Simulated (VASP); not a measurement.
The system is SnH2.

```
Sn H
1.0
     0.00000    2.65451    2.65451
     2.65451    0.00000    2.65451
     2.65451    2.65451    0.00000
Sn H
1 2
Direct
  0.00000 0.00000 0.00000
  0.25000 0.25000 0.25000
  0.75000 0.75000 0.75000
```

The cell was built by a generator and needn't be a form met in nature.

Base run:

| Item | Value |
| --- | --- |
| Program | VASP 6.6.1 |
| Functional | r2SCAN |
| Potentials or basis | VASP PAW PBE potentials, release 64 (Sn_d, H) |
| Cutoff | 520 eV |
| k mesh | 6 × 6 × 6 |
| Occupations | fermi-dirac, width 0.02 eV |
| Spin | no spin polarisation |

Its results: band gap on the k mesh none (metal or under the smearing width); pressure 0.3 GPa.

Q: The run is repeated on the same cell with these changes: functional from r2SCAN to PBE. What comes out?

A: Band gap on the k mesh none (metal or under the smearing width); pressure 1.6 GPa.

Caveats: the PAW data sets were made with another functional, which shifts forces and pressure a little (some runs).

Not every run made on this cell is shown here.
